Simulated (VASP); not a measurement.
Elastic constants (GPa) of a crystal from PBEsol GGA, VASP's PBE PAW potentials (set 64) (VASP):

```csv
,xx,yy,zz,yz,xz,xy
xx,64.5,47.6,47.6,0.0,0.0,0.0
yy,47.6,64.5,47.6,0.0,0.0,0.0
zz,47.6,47.6,64.5,0.0,0.0,0.0
yz,0.0,0.0,0.0,22.1,0.0,0.0
xz,0.0,0.0,0.0,0.0,22.1,0.0
xy,0.0,0.0,0.0,0.0,0.0,22.1
```

Work out the Voigt, Reuss and Hill moduli, Young's modulus and Poisson's ratio.

All eigenvalues are positive (smallest 16.9 GPa), so the crystal is stable. K_V = (C11+C22+C33+2(C12+C13+C23))/9 = (193.5 + 2×142.8)/9 = 53.2 GPa; G_V = (193.5 − 142.8 + 3×66.3)/15 = 16.6 GPa. From the compliances, K_R = 53.2 GPa and G_R = 13.4 GPa. Hill: K = 53.2 GPa, G = 15.0 GPa, E = 9KG/(3K+G) = 41.2 GPa, ν = (3K−2G)/(2(3K+G)) = 0.371. K/G = 3.54, above Pugh's 1.75; universal anisotropy A^U = 1.20.

With a density of 5.66 g/cm³, what are the mean sound speeds?

v_l = √((K+4G/3)/ρ) = 3.60 km/s and v_t = √(G/ρ) = 1.63 km/s. The crystal is CdSe (zinc blende), cubic.

The compound is CdSe in the zinc blende structure, whereas wurtzite is the usual form. It was relaxed first.
